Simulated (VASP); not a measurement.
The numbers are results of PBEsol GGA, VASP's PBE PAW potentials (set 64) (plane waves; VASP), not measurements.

A VASP calculation is set up with these files.

File KPOINTS:
```
Automatic mesh
0
Gamma
13 13 13
0 0 0
```

**INCAR**
```
SYSTEM = SnO
PREC = Accurate
ENCUT = 620
EDIFF = 1E-6
NELM = 100
ALGO = Normal
LREAL = .FALSE.
LASPH = .TRUE.
ISMEAR = 1
SIGMA = 0.1
GGA = PS
LMAXMIX = 4
LWAVE = .FALSE.
LCHARG = .FALSE.
IBRION = 2
ISIF = 3
NSW = 40
EDIFFG = -0.02
PSTRESS = 450
```

File POSCAR:
```
SnO
1.0
  2.8513570701   0.0000000000   0.0000000000
  0.0000000000   2.8513570701   0.0000000000
  0.0000000000   0.0000000000   2.8513570701
Sn O
1 1
Cart
  0.0000000000   0.0000000000   0.0000000000
  1.4256785351   1.4256785351   1.4256785351
```

POTCAR, in this order: Sn_d O (PBE.64 set). Program: vasp_std.

What VASP printed:

### OUTCAR
```
 ion  position               nearest neighbor table
   1  0.000  0.000  0.000-   2 2.47   2 2.47   2 2.47   2 2.47   2 2.47   2 2.47   2 2.47   2 2.47
  LATTYP: Found a simple cubic cell.
 ALAT       =     2.8513570701
 Subroutine PRICEL returns:
 Original cell was already a primitive cell.
 Subroutine GETGRP returns: Found 48 space group operations
The static configuration has the point symmetry O_h .
The dynamic configuration has the point symmetry O_h .
 Subroutine INISYM returns: Found 48 space group operations
 Subroutine IBZKPT returns following result:
 Found     84 irreducible k-points:

 Following reciprocal coordinates:
            Coordinates               Weight
  0.000000  0.000000  0.000000      1.000000
  0.076923  0.000000  0.000000      6.000000
  0.153846  0.000000  0.000000      6.000000
  0.230769  0.000000  0.000000      6.000000
  0.307692  0.000000  0.000000      6.000000
  0.384615  0.000000  0.000000      6.000000
  0.461538  0.000000  0.000000      6.000000
  0.076923  0.076923  0.000000     12.000000
  0.153846  0.076923  0.000000     24.000000
  0.230769  0.076923  0.000000     24.000000
  0.307692  0.076923  0.000000     24.000000
  0.384615  0.076923  0.000000     24.000000
  0.461538  0.076923  0.000000     24.000000
  0.153846  0.153846  0.000000     12.000000
  0.230769  0.153846  0.000000     24.000000
  0.307692  0.153846  0.000000     24.000000
  0.384615  0.153846  0.000000     24.000000
  0.461538  0.153846  0.000000     24.000000
  0.230769  0.230769  0.000000     12.000000
  0.307692  0.230769  0.000000     24.000000
  0.384615  0.230769  0.000000     24.000000
  0.461538  0.230769  0.000000     24.000000
  0.307692  0.307692  0.000000     12.000000
  0.384615  0.307692  0.000000     24.000000
  0.461538  0.307692  0.000000     24.000000
...
```

OSZICAR:
```
       N       E                     dE             d eps       ncg     rms          rms(c)
DAV:   1     0.158345600219E+03    0.15835E+03   -0.11880E+04  2418   0.267E+03
DAV:   2     0.108632441135E+01   -0.15726E+03   -0.15234E+03  2616   0.493E+02
DAV:   3    -0.111196369122E+02   -0.12206E+02   -0.12121E+02  2742   0.120E+02
DAV:   4    -0.113422498823E+02   -0.22261E+00   -0.22256E+00  2700   0.168E+01
DAV:   5    -0.113477814604E+02   -0.55316E-02   -0.55315E-02  2984   0.263E+00    0.714E+00
DAV:   6    -0.100374890197E+02    0.13103E+01   -0.74067E+00  3238   0.430E+01    0.358E+00
DAV:   7    -0.995915199026E+01    0.78337E-01   -0.66796E-01  2532   0.727E+00    0.129E+00
DAV:   8    -0.994021112520E+01    0.18941E-01   -0.66167E-02  2484   0.269E+00    0.218E-01
DAV:   9    -0.993932956569E+01    0.88156E-03   -0.41044E-03  3564   0.743E-01    0.679E-02
DAV:  10    -0.993939244999E+01   -0.62884E-04   -0.94941E-04  3446   0.498E-01    0.564E-02
DAV:  11    -0.993933397426E+01    0.58476E-04   -0.47813E-04  3488   0.284E-01    0.255E-02
DAV:  12    -0.993932201200E+01    0.11962E-04   -0.64125E-05  3122   0.793E-02    0.484E-03
DAV:  13    -0.993932237831E+01   -0.36631E-06   -0.36750E-06  2362   0.213E-02
   1 F= -.34281866E+01 E0= -.34277654E+01  d E =-.342819E+01
```

File OUTCAR:
```
------------------------ aborting loop because EDIFF is reached ----------------------------------------
  FORCE on cell =-STRESS in cart. coord.  units (eV):
  Direction    XX          YY          ZZ          XY          YZ          ZX
  --------------------------------------------------------------------------------------
  Total        6.5058548      6.5058548      6.5058548      0.0000000      0.0000000     -0.0000000
  in kB      449.6350180    449.6350180    449.6350180      0.0000000      0.0000000     -0.0000000
  external PRESSURE =      -0.3649820 kB  Pullay stress =     450.0000000 kB
  volume of cell :       23.18
      direct lattice vectors                 reciprocal lattice vectors
     2.851357070  0.000000000  0.000000000     0.350710197  0.000000000  0.000000000
     0.000000000  2.851357070  0.000000000     0.000000000  0.350710197  0.000000000
     0.000000000  0.000000000  2.851357070     0.000000000  0.000000000  0.350710197
 POSITION                                       TOTAL-FORCE (eV/Angst)
 -----------------------------------------------------------------------------------
      0.00000      0.00000      0.00000         0.000000      0.000000      0.000000
      1.42568      1.42568      1.42568         0.000000      0.000000      0.000000
 -----------------------------------------------------------------------------------
    total drift:                                0.000000      0.000000     -0.000000
  FREE ENERGIE OF THE ION-ELECTRON SYSTEM (eV)
  ---------------------------------------------------
  free  energy   TOTEN  =        -9.9393223783 eV

  energy  without entropy=       -9.9380586283  energy(sigma->0) =       -9.93890113
  enthalpy is  TOTEN    =        -3.4281866107 eV   P V=        6.5111357676

 reached required accuracy - stopping structural energy minimisation
```
(Selected blocks of OUTCAR.)

The structure was generated: SnO was put into the CsCl type type (Pm-3m), which need not be its known phase. It was relaxed first under an external pressure of 45 GPa.
